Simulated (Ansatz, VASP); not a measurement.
**PbO in two plane-wave programs**

Aim: how closely do two programs agree when they are given the same cell, functional and k mesh? Valence electrons are named where the data sets of a main pair hold unlike numbers.

Program: Ansatz 0.2.0. Level of theory: plane waves, with VASP 6.6.1 beside it; band structure at LDA, band structure at LDA, spin-orbit coupling and band structure at r2SCAN, spin-orbit coupling. Results are calculated unless marked as measured.

The database entry behind the starting cell differs from later determinations by our own check (c about 1 % long), so it need not match the best structure at ambient conditions.

### Step 1. The structure

Symmetry: P4/nmm, No. 129, tetragonal system. The conventional cell has a = 3.960 Å, b = 3.960 Å, c = 5.070 Å, α = 90.00°, β = 90.00°, γ = 90.00°. Pb has 4 O at 2.32 Å nearest. Nearest to O lie 4 Pb at 2.32 Å. Farther neighbours and most contacts between anions are not listed.

### Step 2. VASP: band structure, LDA

Levels along a path test the potential and the projectors away from the mesh points.

Lines of VASP's logs that name or quote its potential files are left out, and so is its time.

INCAR reads:

```
SYSTEM = PbO
PREC = Accurate
ENCUT = 460
EDIFF = 1E-06
NELM = 100
ISMEAR = 0
SIGMA = 0.03
LREAL = .FALSE.
ALGO = Normal
GGA = CA
NBANDS = 34
LORBIT = 11
LWAVE = .FALSE.
LCHARG = .FALSE.
KPAR = 4
LASPH = .TRUE.
```

POSCAR reads:

```
PbO
1.0
    3.9600000000      0.0000000000      0.0000000000
    0.0000000000      3.9600000000      0.0000000000
    0.0000000000      0.0000000000      5.0700000000
Pb O
2 2
Direct
    0.5000000000      0.0000000000      0.7614860000
    0.0000000000      0.5000000000      0.2385140000
    0.5000000000      0.5000000000      0.0000000000
    0.0000000000      0.0000000000      0.0000000000
```

KPOINTS reads:

```
Automatic mesh
0
Gamma
6 6 4
0 0 0
```

KPOINTS_OPT reads:

```
Line mode
10
Line-mode
Reciprocal
  0.00000000   0.00000000   0.00000000 GAMMA
  0.00000000   0.50000000   0.00000000 X

  0.00000000   0.50000000   0.00000000 X
  0.50000000   0.50000000   0.00000000 M

  0.50000000   0.50000000   0.00000000 M
  0.00000000   0.00000000   0.00000000 GAMMA

  0.00000000   0.00000000   0.00000000 GAMMA
  0.00000000   0.00000000   0.50000000 Z

  0.00000000   0.00000000   0.50000000 Z
  0.00000000   0.50000000   0.50000000 R

  0.00000000   0.50000000   0.50000000 R
  0.50000000   0.50000000   0.50000000 A

  0.50000000   0.50000000   0.50000000 A
  0.00000000   0.00000000   0.50000000 Z

  0.00000000   0.50000000   0.00000000 X
  0.00000000   0.50000000   0.50000000 R

  0.50000000   0.50000000   0.00000000 M
  0.50000000   0.50000000   0.50000000 A
```

PAW data sets: Pb_d and O (LDA family, release 64).

Command:

```bash
$ mpirun -np 4 vasp_std
```

Numbers of over 12 decimals in the logs are rounded to 6 here.

The log of the run:

```text
[banner, memory and clock lines left out]
running    4 mpi-ranks, on    1 nodes
 distrk:  each k-point on    1 cores,    4 groups
 distr:  one band on    1 cores,    1 groups

 POSCAR found type information on POSCAR PbO
 POSCAR found :  2 types and       4 ions
 LDA part: xc-table for (Slater(with rela. corr.)+CA(PZ))
 , standard interpolation
 POSCAR, INCAR and KPOINTS ok, starting setup
 FFT: planning ... GRIDC
 FFT: planning ... GRID_SOFT
 FFT: planning ... GRID
 WAVECAR not read
 entering main loop
       N       E                     dE             d eps       ncg     rms          rms(c)
DAV:   1     0.441177484387E+03    0.44118E+03   -0.17534E+04  2064   0.129E+03
DAV:   2     0.251632812148E+02   -0.41601E+03   -0.38929E+03  2072   0.371E+02
DAV:   3    -0.265314179396E+02   -0.51695E+02   -0.50280E+02  2450   0.148E+02
DAV:   4    -0.287654703115E+02   -0.22341E+01   -0.22270E+01  2470   0.321E+01
DAV:   5    -0.288432256766E+02   -0.77755E-01   -0.77737E-01  2814   0.624E+00    0.119E+01
DAV:   6    -0.247052595532E+02    0.41380E+01   -0.19681E+01  3084   0.324E+01    0.549E+00
DAV:   7    -0.244621179745E+02    0.24314E+00   -0.26523E+00  2564   0.100E+01    0.240E+00
DAV:   8    -0.243957004843E+02    0.66417E-01   -0.51884E-01  2342   0.375E+00    0.664E-01
DAV:   9    -0.243885038598E+02    0.71966E-02   -0.34129E-02  3276   0.131E+00    0.258E-01
DAV:  10    -0.243888206128E+02   -0.31675E-03   -0.95517E-03  2698   0.631E-01    0.784E-02
DAV:  11    -0.243886085996E+02    0.21201E-03   -0.13835E-03  3452   0.279E-01    0.519E-02
DAV:  12    -0.243885737255E+02    0.34874E-04   -0.15961E-04  3084   0.958E-02    0.169E-02
DAV:  13    -0.243885716495E+02    0.20760E-05   -0.32983E-05  2608   0.304E-02    0.275E-03
DAV:  14    -0.243885716623E+02   -0.12787E-07   -0.10292E-06  1532   0.770E-03
   1 F= -.24388572E+02 E0= -.24388572E+02  d E =-.204586E-29
 Start KPOINTS_OPT (optional k-point list driver)
k-point batch [1-30\90]
       N       E                     dE             ncg
DAV:   1     0.627220286742E+04   -0.16835E+05     2048
DAV:   2    -0.589608179183E+04   -0.12168E+05     2080
DAV:   3    -0.740797034159E+04   -0.15119E+04     2416
DAV:   4    -0.747603029644E+04   -0.68060E+02     2528
DAV:   5    -0.747834610685E+04   -0.23158E+01     2792
DAV:   6    -0.747843163400E+04   -0.85527E-01     2814
DAV:   7    -0.747843381085E+04   -0.21769E-02     2874
DAV:   8    -0.747843382969E+04   -0.18844E-04     2454
DAV:   9    -0.747843383004E+04   -0.35415E-06     1746
[...]
k-point batch [61-90\90]
       N       E                     dE             ncg
DAV:   1     0.620518012189E+04   -0.27425E+05     2048
DAV:   2    -0.591415570123E+04   -0.12119E+05     2112
DAV:   3    -0.743454389890E+04   -0.15204E+04     2494
DAV:   4    -0.750273678503E+04   -0.68193E+02     2400
DAV:   5    -0.750510248547E+04   -0.23657E+01     2848
DAV:   6    -0.750518484203E+04   -0.82357E-01     2676
DAV:   7    -0.750518728125E+04   -0.24392E-02     2942
DAV:   8    -0.750518729682E+04   -0.15573E-04     2370
DAV:   9    -0.750518729711E+04   -0.29294E-06     1774
```

OUTCAR, selected parts (step 2):

```text
ion  position               nearest neighbor table
   1  0.500  0.000  0.761-   3 2.32   4 2.32   3 2.32   4 2.32   2 3.70   2 3.70   2 3.70   2 3.70
                             2 3.86   2 3.86   2 3.86   2 3.86
   2  0.000  0.500  0.239-   3 2.32   4 2.32   4 2.32   3 2.32   1 3.70   1 3.70   1 3.70   1 3.70
                             1 3.86   1 3.86   1 3.86   1 3.86
   3  0.500  0.500  0.000-   1 2.32   2 2.32   1 2.32   2 2.32
   4  0.000  0.000  0.000-   1 2.32   2 2.32   2 2.32   1 2.32

  LATTYP: Found a simple tetragonal cell.
 ALAT       =     3.9600000000
 C/A-ratio  =     1.2803030303

 Subroutine GETGRP returns: Found 16 space group operations
 (whereof  8 operations were pure point group operations)

The static configuration has the point symmetry D_2d.
 The point group associated with its full space group is D_4h.

 Found     30 irreducible k-points:

   k-points           NKPTS =     30   k-points in BZ     NKDIM =     30   number of bands    NBANDS=     34

   dimension x,y,z NGX =    28 NGY =   28 NGZ =   36
   dimension x,y,z NGXF=    56 NGYF=   56 NGZF=   72

   ENCUT  =  460.0 eV  33.81 Ry    5.81 a.u.   6.93  6.93  8.87*2*pi/ulx,y,z

   NELECT =      40.0000    total number of electrons

 k-points in reciprocal lattice and weights: Automatic mesh
   0.00000000  0.00000000  0.00000000       0.007
   0.16666667  0.00000000  0.00000000       0.028
   0.33333333  0.00000000  0.00000000       0.028
   0.50000000  0.00000000  0.00000000       0.014
   0.16666667  0.16666667  0.00000000       0.028
   0.33333333  0.16666667  0.00000000       0.056
   0.50000000  0.16666667  0.00000000       0.028
   0.33333333  0.33333333  0.00000000       0.028
   0.50000000  0.33333333  0.00000000       0.028
[...]
0.50000000  0.33333333  0.50000000       0.028
   0.50000000  0.50000000  0.50000000       0.007

 average (electrostatic) potential at core
       1 -91.4245       2 -91.4245       3 -70.5388       4 -70.5388

 E-fermi :   5.0748

 k-point     1 :       0.0000    0.0000    0.0000
  band No.  band energies     occupation
    ...
     16       0.5514      2.00000
     17       3.1100      2.00000
     18       3.2244      2.00000
     19       3.2244      2.00000
     20       4.8437      2.00000
     21       7.1648      0.00000
     22      10.1667      0.00000
     23      10.3780      0.00000
     24      10.3780      0.00000
     25      11.2538      0.00000
    ...

 k-point     2 :       0.1667    0.0000    0.0000
  band No.  band energies     occupation
    ...
     16       0.7210      2.00000
     17       2.5981      2.00000
     18       3.0319      2.00000
     19       3.0773      2.00000
     20       4.8104      2.00000
     21       7.8581      0.00000
     22       8.8957      0.00000
     23      10.4783      0.00000
     24      10.5269      0.00000
     25      10.7033      0.00000
    ...

 k-point     3 :       0.3333    0.0000    0.0000
  band No.  band energies     occupation
    ...
     16       1.1885      2.00000
     17       2.0988      2.00000
     18       2.5180      2.00000
     19       2.6923      2.00000
     20       4.1808      2.00000
     21       8.0294      0.00000
     22       8.4103      0.00000
     23      10.3941      0.00000
     24      10.9369      0.00000
     25      11.3730      0.00000
    ...

  Total       -1.3545283     -1.3545283     -1.6693178      0.0000000     -0.0000000      0.0000000
  in kB      -27.2960832    -27.2960832    -33.6396352      0.0000000     -0.0000000      0.0000000
  external PRESSURE =     -29.4106005 kB  Pullay stress =       0.0000000 kB

  energy-cutoff  :      460.00
  volume of cell :       79.51
      direct lattice vectors                 reciprocal lattice vectors
     3.960000000  0.000000000  0.000000000     0.252525253  0.000000000  0.000000000
     0.000000000  3.960000000  0.000000000     0.000000000  0.252525253  0.000000000
     0.000000000  0.000000000  5.070000000     0.000000000  0.000000000  0.197238659

 POSITION                                       TOTAL-FORCE (eV/Angst)
 -----------------------------------------------------------------------------------
      1.98000      0.00000      3.86073         0.000000      0.000000      0.471425
      0.00000      1.98000      1.20927        -0.000000      0.000000     -0.471425
      1.98000      1.98000      0.00000         0.000000     -0.000000      0.000000
      0.00000      0.00000      0.00000         0.000000      0.000000      0.000000
 -----------------------------------------------------------------------------------
    total drift:                                0.000000      0.000000      0.000000

  FREE ENERGIE OF THE ION-ELECTRON SYSTEM (eV)
  ---------------------------------------------------
  free  energy   TOTEN  =       -24.3885716623 eV

  energy  without entropy=      -24.3885716623  energy(sigma->0) =      -24.38857166

 total charge
# of ion       s       p       d       tot
------------------------------------------
    1        1.371   0.638   9.875  11.884
    2        1.371   0.638   9.875  11.884
    3        1.575   3.371   0.000   4.946
    4        1.575   3.371   0.000   4.946
--------------------------------------------------
tot          5.892   8.019  19.750  33.660

[... 3 further parts left out ...]
```

The run ends at a pressure of -2.94 GPa, with forces up to 0.47 eV/Å.

### Step 3. Ansatz: band structure, LDA

Ansatz runs on its default PAW (the set named soft_2) files.

The same cell, functional (in two slightly different forms), mesh and smearing now go to Ansatz, which takes its cutoff from its data sets.

input.yaml reads:

```yaml
crystal:
  lattice:
    - [3.96, 0.0, 0.0]
    - [0.0, 3.96, 0.0]
    - [0.0, 0.0, 5.07]
  atoms:
    - { symbol: Pb, position: [0.5, 0.0, 0.761486] }
    - { symbol: Pb, position: [0.0, 0.5, 0.238514] }
    - { symbol: O, position: [0.5, 0.5, 0.0] }
    - { symbol: O, position: [0.0, 0.0, 0.0] }
hamiltonian:
  xc: lda
  pseudopotentials: { kind: paw }
kpoints:
  mp_grid: { grid: [6, 6, 4] }
  band_path:
    path:
      - [0.0, 0.0, 0.0]
      - [0.0, 0.16667, 0.0]
      - [0.0, 0.33333, 0.0]
      - [0.0, 0.5, 0.0]
      - [0.11111, 0.5, 0.0]
      - [0.27778, 0.5, 0.0]
      - [0.44444, 0.5, 0.0]
      - [0.5, 0.5, 0.0]
      - [0.44444, 0.44444, 0.0]
      - [0.27778, 0.27778, 0.0]
      - [0.11111, 0.11111, 0.0]
      - [0.05556, 0.05556, 0.0]
      - [0.0, 0.0, 0.0]
      - [0.0, 0.0, 0.16667]
      - [0.0, 0.0, 0.33333]
      - [0.0, 0.0, 0.5]
      - [0.0, 0.11111, 0.5]
      - [0.0, 0.33333, 0.5]
      - [0.0, 0.5, 0.5]
      - [0.11111, 0.5, 0.5]
      - [0.27778, 0.5, 0.5]
      - [0.44444, 0.5, 0.5]
      - [0.44444, 0.44444, 0.5]
      - [0.27778, 0.27778, 0.5]
      - [0.11111, 0.11111, 0.5]
      - [0.0, 0.5, 0.0]
      - [0.0, 0.5, 0.16667]
      - [0.0, 0.5, 0.33333]
      - [0.0, 0.5, 0.5]
      - [0.5, 0.5, 0.11111]
      - [0.5, 0.5, 0.27778]
      - [0.5, 0.5, 0.5]
    npoints: 1
scf:
  occupations: { method: gaussian, width: 0.03 }
  n_extra_bands: 8
output:
  forces: true
  stress: true
  eigenvalues: true
```

Command:

```bash
$ ansatz run input.yaml --threads 2 --pin off --max-ram 4608MiB --backend cpu --events-out ev --progress --plain --runs-dir out
```

The log of the run:

```text
scf.n_extra_bands = 8 over 20 filled bands (N_el = 40.0): the run solves 28 bands
Engine: ansatz 0.2.0, aarch64-unknown-linux-gnu
Pseudopotentials: kind: paw
Pseudopotential: Pb, paw, valence charge 14, recommended cutoff 420 eV (normal), Pb.paw.azcp
Pseudopotential: O, paw, valence charge 6, recommended cutoff 420 eV (normal), O.paw.azcp
Functional definition: SPW92
  exchange = slater_x
  correlation = pw_c
Crystal: 4 atoms, lattice volume = 79.506 Å³
Basis set: ecut = 420 eV, 1577 PW (Γ)
Bands: 28, of which v1, the nominal top of the filled ones, is band 20 counted from 1 (19 counted from 0)
Symmetry: 16 space group operations
Space group: P4/nmm (ITA 129), of the structure as read, at distance tolerance 4.3e-5 Å
k-points: 30 of 144
Non-local potential: Pb, projectors of the file, l = 0: 2, l = 1: 2, l = 2: 2, l = 3: 2
Non-local potential: O, projectors of the file, l = 0: 2, l = 1: 2, l = 2: 1
PAW form: soft (Blöchl's): semilocal exchange-correlation on the pseudo side does not see the compensation charge
PAW frozen core: Pb, regenerated for the run's functional, and the local potential with it (the file was generated under x = pbe(κ = 0.804, μ = 0.219515), c = pbe(β = 0.066725))
PAW frozen core: O, regenerated for the run's functional, and the local potential with it (the file was generated under x = pbe(κ = 0.804, μ = 0.219515), c = pbe(β = 0.066725))
PAW one-centre angular grid: Pb, 590 points (default); XC on 64 Gauss nodes
PAW one-centre angular grid: O, 110 points (default); XC on 64 Gauss nodes
Initial density: superposition of atomic densities (neutral atoms: chi_scale 0, normalization atom), corrected by the library's trained network
Initial wavefunctions: pseudopotential atomic-orbital guess
Functional: x = slater, c = lda
SCF iter   1: F=—  HF=-24314.580014 eV  |F-HF|=—  |Δ(HF+E_count)|=         —  Δρ=1.44e-2  dr2=1.68e-1  ethr=1.77e-3  ⟨swp⟩=7.2  Hψ=4077  notcnv=0  defer=3
preconditioner: auto → Resta (q_TF=auto, 2.433 Å⁻¹)  ε∞=3.4  [insulator: Δε(μ)=0.934 eV  Ē_g=17.152 eV  σ=0.030 eV  W_gap=1.00  n_scr=18 (ndim 8)  ℏωp=26.3 eV  f_vac=0.037  D(μ)=0.00/eV (n_scr^D=0)  ε∞_Penn≈3.4]
SCF iter   2: F=—  HF=-24314.553681 eV  |F-HF|=—  |Δ(HF+E_count)|=   2.63e-2  Δρ=7.59e-3  dr2=3.71e-2  ethr=4.21e-4  ⟨swp⟩=2.2  Hψ=1429  notcnv=0  defer=67
SCF iter   3: F=—  HF=-24314.545900 eV  |F-HF|=—  |Δ(HF+E_count)|=   7.78e-3  Δρ=1.81e-3  dr2=1.66e-3  ethr=9.27e-5  ⟨swp⟩=2.0  Hψ=1118  notcnv=0  defer=68
SCF iter   4: F=—  HF=-24314.545294 eV  |F-HF|=—  |Δ(HF+E_count)|=   6.06e-4  Δρ=2.87e-4  dr2=6.11e-5  ethr=4.15e-6  ⟨swp⟩=2.1  Hψ=1139  notcnv=0  defer=68
SCF iter   5: F=—  HF=-24314.545289 eV  |F-HF|=—  |Δ(HF+E_count)|=   4.88e-6  Δρ=5.61e-5  dr2=3.95e-6  ethr=1.53e-7  ⟨swp⟩=2.1  Hψ=1032  notcnv=0  defer=68
SCF iter   6: F=—  HF=-24314.545289 eV  |F-HF|=—  |Δ(HF+E_count)|=   3.31e-7  Δρ=1.65e-5  dr2=3.64e-7  ethr=9.88e-9  ⟨swp⟩=1.6  Hψ=819  notcnv=0  defer=68
SCF iter   7: F=-24314.545289 eV  HF=-24314.545289 eV  |F-HF|=1.09e-10  |Δ(HF+E_count)|=   2.73e-8  Δρ=2.60e-6  dr2=4.66e-9  ethr=2.50e-10  ⟨swp⟩=10.3  Hψ=4489  notcnv=0
SCF 1 converged in 7 iterations: F = -24314.545289 eV  dr2 = 4.66e-9
  greatest PAW one-centre occupation: 0.984 electrons in one spin orbital (limit 2), on the Pb atom at site 1 (counted from 0), in its partial waves of l = 2
NSCF: frozen V_eff on 32 k-points
SCF converged after 7 iterations
Free energy (F): -24314.545289 eV
Harris-Foulkes:  -24314.545289 eV  (|F-HF|=1.09e-10)
Internal energy: -24314.545289 eV  (E = F + TS)
E sigma→0 (E₀):  -24314.545289 eV
Fermi energy:    8.686412 eV
--- Per-component energies (eV) ---
  E_band       = -116.409395
  E_kinetic    = 925.991848
  E_local      = -3122.570642  (includes V_loc(G=0)·N_el)
  E_nonlocal   = 810.043839
  E_hartree    = 1235.669131
  E_xc         = -582.197031
  E_vxc        = -452.256817  (∫ρ·V_xc dr)
  E_paw        = -20500.829831  (= ΣΔE_a)
  E_vpaw       = -748.962842  (= ΣTr[D̂ρ^β])
  E_aug_tail   = 0.004910  (compensation charges beyond the density's cutoff)
  E_ewald      = -3080.695928
  E_core_change = 0.038416  (= ΣΔE_core)
  E_smearing   = -0.000000  (= −TS)
  E_closure    = 0.000000  (closes the sum)
  Σ components = -24314.545289   (vs F -24314.545289, Δ=0.00e0)
--- Forces (eV/Å), atoms counted from 1 ---
  atom   1  Pb     0.00000000     0.00000000     0.54062225
  atom   2  Pb     0.00000000     0.00000000    -0.54062225
  atom   3  O      0.00000000     0.00000000    -0.00000000
  atom   4  O      0.00000000     0.00000000     0.00000000
  max |Σ_I F_I| component: 0.00e0 eV/Å
--- Stress (GPa, compression-positive) ---
       -2.611461       0.000000       0.000000
        0.000000      -2.611461       0.000000
        0.000000       0.000000      -3.255861
  P = ⅓ Tr σ = -2.8263 GPa (-28.263 kbar)
--- Band table (eV; the first three rows and the last of 30) ---
  k-point 0: bands = [... 16 lower, 6.4394, 6.5505, 6.5505, 8.1381, 10.4760, 13.4965, 13.6909, 13.6909, ... 4 higher]
  k-point 1: bands = [... 16 lower, 6.4212, 6.5372, 6.5372, 7.7400, 10.1545, 12.6029, 12.6029, 13.0974, ... 4 higher]
  k-point 2: bands = [... 16 lower, 6.4033, 6.5213, 6.5213, 7.0897, 10.0862, 12.0460, 12.0460, 12.4199, ... 4 higher]
  k-point 29: bands = [... 16 lower, 5.8348, 5.8348, 7.1675, 7.1675, 11.4758, 11.4758, 12.7212, 12.7212, ... 4 higher]
```

Run time: 5.6 s. Hardware: 2 threads of Arm Neoverse N1, shared host; peak memory 0.33 GiB; 11 s of CPU time.

The column dr2 measures how far the density is from self-consistency, as an energy; F and HF (Harris–Foulkes) agree once it is small.

### Step 4. Side by side

Known differences besides the potentials themselves: the two LDA forms differ slightly; the cutoff is 420 eV in Ansatz and 460 eV in VASP; VASP's log shows a relativistic correction to its local exchange, Ansatz's none. Total energies have different zeros and are not compared.

Both answers:

```csv
quantity,Ansatz,VASP,difference
pressure (GPa),-2.83,-2.94,+0.11
pressure without Ansatz's Pulay correction (GPa),-3.25,-2.94,-0.31
gap over the path points (eV),1.092,1.070,+0.022
```

Forces (eV/Å; atoms numbered as in POSCAR):

```csv
atom,"Ansatz x, y, z","VASP x, y, z"
Pb1,"0.000, 0.000, 0.541","0.000, 0.000, 0.471"
Pb2,"0.000, 0.000, -0.541","0.000, 0.000, -0.471"
O3,"0.000, 0.000, 0.000","0.000, 0.000, 0.000"
O4,"0.000, 0.000, 0.000","0.000, 0.000, 0.000"
```

Levels at points of the path, from each program's valence-band top (eV; 4 filled, then empty):

```csv
k (reciprocal lattice),Ansatz,VASP
0.000 0.000 0.000,-1.70 -1.59 -1.59 -0.01 2.33 5.35 5.55,-1.74 -1.62 -1.62 -0.01 2.32 5.32 5.53
0.000 0.167 0.000,-2.22 -1.78 -1.74 -0.04 3.02 4.07 5.65,-2.25 -1.82 -1.77 -0.04 3.01 4.05 5.63
0.000 0.333 0.000,-2.72 -2.29 -2.12 -0.66 3.20 3.57 5.57,-2.75 -2.33 -2.16 -0.67 3.18 3.56 5.54
0.000 0.500 0.000,-2.97 -2.97 -1.73 -1.73 3.26 3.26 6.50,-3.01 -3.01 -1.75 -1.75 3.25 3.25 6.48
0.111 0.500 0.000,-2.70 -2.70 -1.65 -1.65 3.11 3.11 5.93,-2.73 -2.73 -1.67 -1.67 3.10 3.10 5.91
0.278 0.500 0.000,-2.12 -2.12 -1.38 -1.38 2.21 2.21 5.27,-2.14 -2.14 -1.41 -1.41 2.20 2.20 5.25
0.444 0.500 0.000,-1.77 -1.77 -1.02 -1.02 1.19 1.19 5.10,-1.77 -1.77 -1.06 -1.06 1.17 1.17 5.08
0.500 0.500 0.000,-1.75 -1.75 -0.97 -0.97 1.09 1.09 5.09,-1.75 -1.75 -1.01 -1.01 1.07 1.07 5.07
0.444 0.444 0.000,-1.92 -1.65 -1.16 -0.99 1.26 1.31 5.05,-1.92 -1.65 -1.20 -1.02 1.24 1.29 5.03
0.278 0.278 0.000,-2.85 -2.69 -1.17 -0.70 2.69 3.01 4.70,-2.87 -2.73 -1.20 -0.70 2.67 3.00 4.68
```

The forces differ by 28 meV/Å r.m.s., which is 14.7 % of the r.m.s. force of 0.192 eV/Å (both taken over all components). Among the levels compared at these points, filled levels agree within 38 meV and empty ones within 36 meV. Ansatz's pressure holds a Pulay correction of 0.42 GPa; VASP's holds none.

### Step 5. Further runs

Further runs change the set-up of one program: Ansatz's method, potentials or start, or VASP's data sets, cutoff or form of LDA. The table gives Ansatz less VASP for each quantity, since a change that brings one quantity closer may part another.

```csv
run,r.m.s. force difference (meV/Å),pressure (GPa),gap over the path points (eV),pressure without Ansatz's Pulay correction (GPa)
as above,28,0.11,0.022,-0.31
cores kept as stored,27,0.13,0.020,-0.26
Ansatz's larger PAW set (cutoff 900 eV),23,0.21,0.025,
norm-conserving potentials (cutoff 1143 eV),4.7,0.52,0.017,
```

(Part 1 of 3 ends here.)

[Lines on the potential files, build, host, timing and source positions are cut from VASP's logs without a mark.]

[Logs are printed without paths, hosts, clocks, repeated set-up lines and the standing remarks that a program may print on its own settings, such as how far it seeks lower states.]

[Hosts, paths, dates, database ids (printed as entryN), source tags and the programs' standing remarks are cut or masked in the printed files.]
